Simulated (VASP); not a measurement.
Level of theory: LDA (Ceperley-Alder, Perdew-Zunger), VASP's LDA PAW potentials (set 64) (plane waves; VASP).

The input files of a VASP run:

**KPOINTS**
```
Automatic mesh
0
gamma
  5 5 4
```

**POSCAR**
```
NiSb
3.930
  0.5000000000  -0.8660254453   0.0000000000
  0.5000000000   0.8660254453   0.0000000000
  0.0000000000   0.0000000000   1.3053435115
Ni Sb
2 2
Cartesian
  0.0000000000   0.0000000000   0.6526717557
  0.0000000000   0.0000000000   0.0000000000
  0.5000000000   0.2886757258   0.3263358779
  0.5000000000  -0.2886757258   0.9790076336
```

### INCAR
```
SYSTEM = NiSb
PREC = Accurate
ENCUT = 300
EDIFF = 1E-6
NELM = 100
ALGO = Normal
LREAL = .FALSE.
LASPH = .TRUE.
ISMEAR = -1
SIGMA = 0.1
LMAXMIX = 4
LWAVE = .FALSE.
LCHARG = .FALSE.
ISIF = 2
```

POTCAR, in this order: Ni Sb (LDA.64 set). Program: vasp_std.

The run wrote:

File OUTCAR:
```
 ion  position               nearest neighbor table
   1  0.000  0.000  0.500-   2 2.56   2 2.56   4 2.61   3 2.61   4 2.61   3 2.61   4 2.61   3 2.61
  LATTYP: Found a hexagonal cell.
 ALAT       =     3.9300001413
 C/A-ratio  =     1.3053434645
 Subroutine PRICEL returns:
 Original cell was already a primitive cell.
 Subroutine GETGRP returns: Found 24 space group operations
The static configuration has the point symmetry D_3d.
 The point group associated with its full space group is D_6h.
The dynamic configuration has the point symmetry D_3d.
 Subroutine INISYM returns: Found 24 space group operations
 Subroutine IBZKPT returns following result:
 Found     15 irreducible k-points:

 Following reciprocal coordinates:
            Coordinates               Weight
  0.000000  0.000000  0.000000      1.000000
  0.200000 -0.000000  0.000000      6.000000
  0.400000  0.000000  0.000000      6.000000
  0.200000  0.200000  0.000000      6.000000
  0.400000  0.200000  0.000000      6.000000
  0.000000  0.000000  0.250000      2.000000
  0.200000 -0.000000  0.250000     12.000000
  0.400000  0.000000  0.250000     12.000000
...
```

OSZICAR:
```
       N       E                     dE             d eps       ncg     rms          rms(c)
DAV:   1     0.128167522507E+03    0.12817E+03   -0.89014E+03   570   0.105E+03
DAV:   2    -0.188259891003E+02   -0.14699E+03   -0.14272E+03   576   0.267E+02
DAV:   3    -0.254563900641E+02   -0.66304E+01   -0.64550E+01   666   0.673E+01
DAV:   4    -0.256335630521E+02   -0.17717E+00   -0.17631E+00   639   0.111E+01
DAV:   5    -0.256384473107E+02   -0.48843E-02   -0.48814E-02   686   0.190E+00    0.133E+01
DAV:   6    -0.281378616166E+02   -0.24994E+01   -0.34579E+01   628   0.103E+02    0.170E+01
DAV:   7    -0.241485918790E+02    0.39893E+01   -0.12975E+01   623   0.721E+01    0.399E+00
DAV:   8    -0.241950631018E+02   -0.46471E-01   -0.15181E+00   763   0.106E+01    0.267E+00
DAV:   9    -0.241260745772E+02    0.68989E-01   -0.24525E-01   642   0.859E+00    0.643E-01
DAV:  10    -0.241266896517E+02   -0.61507E-03   -0.90907E-03   594   0.839E-01    0.483E-01
DAV:  11    -0.241260014010E+02    0.68825E-03   -0.57929E-04   648   0.216E-01    0.169E-01
DAV:  12    -0.241257038289E+02    0.29757E-03   -0.65183E-04   779   0.423E-01    0.318E-02
DAV:  13    -0.241257097949E+02   -0.59660E-05   -0.83230E-05   594   0.622E-02    0.354E-02
DAV:  14    -0.241257090388E+02    0.75611E-06   -0.19081E-06   422   0.144E-02
   1 F= -.24125709E+02 E0= -.24085450E+02  d E =-.805188E-01
```

OUTCAR:
```
------------------------ aborting loop because EDIFF is reached ----------------------------------------
  FORCE on cell =-STRESS in cart. coord.  units (eV):
  Direction    XX          YY          ZZ          XY          YZ          ZX
  --------------------------------------------------------------------------------------
  Total       -2.1186947     -2.1186949     -2.2986310      0.0000000      0.0000000     -0.0000000
  in kB      -49.4704470    -49.4704517    -53.6718690      0.0000000      0.0000000     -0.0000000
  external PRESSURE =     -50.8709226 kB  Pullay stress =       0.0000000 kB
  volume of cell :       68.62
      direct lattice vectors                 reciprocal lattice vectors
     1.965000000 -3.403480000  0.000000000     0.254452926 -0.146908458  0.000000000
     1.965000000  3.403480000  0.000000000     0.254452926  0.146908458  0.000000000
     0.000000000  0.000000000  5.130000000     0.000000000  0.000000000  0.194931774
 POSITION                                       TOTAL-FORCE (eV/Angst)
 -----------------------------------------------------------------------------------
      0.00000      0.00000      2.56500         0.000000      0.000000     -0.000000
      0.00000      0.00000      0.00000         0.000000      0.000000     -0.000000
      1.96500      1.13450      1.28250        -0.000000      0.000000      0.000000
      1.96500     -1.13450      3.84750         0.000000     -0.000000     -0.000000
 -----------------------------------------------------------------------------------
    total drift:                               -0.000000     -0.000000     -0.000000
  FREE ENERGIE OF THE ION-ELECTRON SYSTEM (eV)
  ---------------------------------------------------
  free  energy   TOTEN  =       -24.1257090388 eV

  energy  without entropy=      -24.0451902396  energy(sigma->0) =      -24.08544964
```
(Selected blocks of OUTCAR.)

At this cut-off the stress carries a Pulay error, which pulls relaxed volumes low.

The structure is a typed NiSb crystal (P6_3/mmc). The cell was not relaxed at this level. The k-mesh is coarse (spacing up to 0.37 per Å, 2π included), so the numbers may not be converged in it. The run is one of a series of settings (KPOINTS 5×5×4 Γ-centred mesh against the base run), some of them coarse on purpose. The run is not spin-polarised, so no magnetic state was tried.
